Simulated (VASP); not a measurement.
OSZICAR of a VASP run on CsPbBr3 (cubic perovskite):

### OSZICAR
```
       N       E                     dE             d eps       ncg     rms          rms(c)
DAV:   1     0.357705855039E+03    0.35771E+03   -0.16382E+04   520   0.121E+03
DAV:   2     0.231282502283E+02   -0.33458E+03   -0.32801E+03   670   0.301E+02
DAV:   3    -0.150097229415E+02   -0.38138E+02   -0.38021E+02   614   0.115E+02
DAV:   4    -0.165199456510E+02   -0.15102E+01   -0.15061E+01   680   0.312E+01
DAV:   5    -0.165545211098E+02   -0.34575E-01   -0.34543E-01   654   0.352E+00    0.391E+00
DAV:   6    -0.159196889901E+02    0.63483E+00   -0.11566E+00   782   0.105E+01    0.225E+00
DAV:   7    -0.158616941035E+02    0.57995E-01   -0.56139E-01   766   0.412E+00    0.103E+00
DAV:   8    -0.158726436684E+02   -0.10950E-01   -0.67940E-02   612   0.221E+00    0.187E-01
DAV:   9    -0.158719633825E+02    0.68029E-03   -0.10912E-02   724   0.796E-01    0.105E-01
DAV:  10    -0.158723690047E+02   -0.40562E-03   -0.11450E-03   572   0.191E-01    0.417E-02
DAV:  11    -0.158724518598E+02   -0.82855E-04   -0.19978E-04   660   0.112E-01    0.801E-03
DAV:  12    -0.158724523212E+02   -0.46137E-06   -0.30381E-05   722   0.537E-02    0.612E-03
DAV:  13    -0.158724523336E+02   -0.12436E-07   -0.36882E-06   586   0.138E-02
   1 F= -.15872452E+02 E0= -.15872452E+02  d E =-.267160E-13
```

Q: Which electronic solver shows in the log?

A: It is blocked Davidson (ALGO = Normal, or the opening steps of other solvers). The INCAR had ALGO = Normal.

Q: Can the final energy be trusted as converged?

A: Self-consistency was reached. It stopped with EDIFF = 1E-6, NELM = 100 (PBE GGA, plane waves, VASP's PBE PAW potentials (set 64)).

The compound is CsPbBr3 in the cubic perovskite structure, the ideal cubic form; the compound distorts at low or room temperature. It was relaxed first, which changed the volume by +7 %.
